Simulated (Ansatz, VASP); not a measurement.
## Two plane-wave programs on Ta3Ga

POSCAR

```
Ta3Ga
1.0
    4.0428276306      0.0000000000      0.0000000000
    0.0000000000      4.0428276306      0.0000000000
    0.0000000000      0.0000000000      4.0428276306
Ta Ga
3 1
Direct
    0.0000000000      0.5000000000      0.5000000000
    0.5000000000      0.0000000000      0.5000000000
    0.5000000000      0.5000000000      0.0000000000
    0.0000000000      0.0000000000      0.0000000000
```

The input INCAR.step1:

```
ALGO = Normal ; EDIFF = 1E-4
ENCUT = 520 ; GGA = PE
ISMEAR = 0 ; LASPH = T
LCHARG = F ; LREAL = F
LWAVE = T ; NBANDS = 31
NELM = 60 ; PREC = Accurate
SIGMA = 0.1
```

The input INCAR.step2:

```
ALGO = Normal ; EDIFF = 1E-6
ENCUT = 520 ; ISIF = 2
ISMEAR = 0 ; ISTART = 1
LASPH = T ; LCHARG = F
LMIXTAU = T ; LREAL = F
LWAVE = F ; METAGGA = R2SCAN
NBANDS = 31 ; NELM = 60
PREC = Accurate ; SIGMA = 0.1
```

KPOINTS

```
k-points
0
Gamma
  4 4 4
```

Input for Ansatz:

```yaml
crystal:
  lattice:
    - [4.0428276306, 0.0, 0.0]
    - [0.0, 4.0428276306, 0.0]
    - [0.0, 0.0, 4.0428276306]
  atoms:
    - { symbol: Ta, position: [0.0, 0.5, 0.5] }
    - { symbol: Ta, position: [0.5, 0.0, 0.5] }
    - { symbol: Ta, position: [0.5, 0.5, 0.0] }
    - { symbol: Ga, position: [0.0, 0.0, 0.0] }
basis:
  ecutwfc: 500
kpoints:
  mp_grid: { grid: [4, 4, 4] }
hamiltonian:
  xc: r2scan
scf:
  occupations: { method: gaussian, width: 0.1 }
  lower_state_search: "off"
output:
  forces: true
  stress: true
  eigenvalues: true
```

Alike in both runs: task single point; functional r2SCAN; k mesh 4 × 4 × 4; occupations gaussian, width 0.1 eV; no spin polarisation.

|  | VASP | Ansatz |
| --- | --- | --- |
| version | VASP 6.6.1 | Ansatz 0.2.0 |
| potentials or method | VASP PAW PBE potentials, release 64 (Ta_pv, Ga_d) | scalar-relativistic, plane waves, PAW |
| plane-wave cutoff (eV) | 520 | 500 |
| valence electrons in the cell | 46 | 52 |

VASP gave:

* gap on the k mesh at the Fermi level (eV): none
* pressure (GPa): 9.5

Task: Estimate Ansatz's values.

Result: gap on the k mesh at the Fermi level (eV): none; pressure (GPa): 8.8.

A gap of «none» marks a metal or a gap that the smearing closes. The two sets of potentials don't hold the same shells in valence.

Caveats: the k mesh is coarse (spacing up to 0.39 Å⁻¹), so the values aren't converged; the PAW data sets were made with another functional, which shifts forces and pressure a little (VASP). Spin-orbit coupling is left out, which matters for the levels of Ta.
